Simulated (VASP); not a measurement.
Crystal: BN.

```
CELL_PARAMETERS angstrom
0.00000 1.81300 1.81300
1.81300 0.00000 1.81300
1.81300 1.81300 0.00000
ATOMIC_POSITIONS crystal
N 0.25000 0.25000 0.25000
B 0.00000 0.00000 0.00000
```

The cell is a database's computed one.

Program: VASP 6.6.1. Alike in all runs: no spin polarisation; cell as given; smearing gaussian 0.02 eV.

**Question.** Order these runs on this cell by their band gap on the k mesh, lowest first.
A. level TB-mBJ; potentials or basis VASP PAW PBE potentials, release 64 (N, B); k mesh 12 × 12 × 12; cutoff (eV) 520; further INCAR settings ALGO = Normal; EDIFF = 1e-06; mesh quality not flagged
B. level PBE; potentials or basis VASP PAW PBE potentials, release 64 (N_GW, B_GW); k mesh 12 × 12 × 12; cutoff (eV) 450; further INCAR settings ALGO = Fast; EDIFF = 1e-06; mesh quality not flagged
C. level r2SCAN; potentials or basis VASP PAW PBE potentials, release 64 (N, B); k mesh 12 × 12 × 12; cutoff (eV) 520; further INCAR settings ALGO = Normal; EDIFF = 1e-06; mesh quality not flagged
D. level PBE; potentials or basis VASP PAW PBE potentials, release 64 (N, B); k mesh 3 × 3 × 3; cutoff (eV) 520; further INCAR settings ALGO = Fast; EDIFF = 1e-06; mesh quality coarse

**Answer.** B (4.45 eV), C (4.96 eV), D (5.58 eV), A (5.79 eV).

Caveats: some runs use coarse meshes; an odd mesh through Γ misses points on the zone boundary, where band edges often lie (some runs).

A k mesh can miss the band edges, odd and even meshes differently.
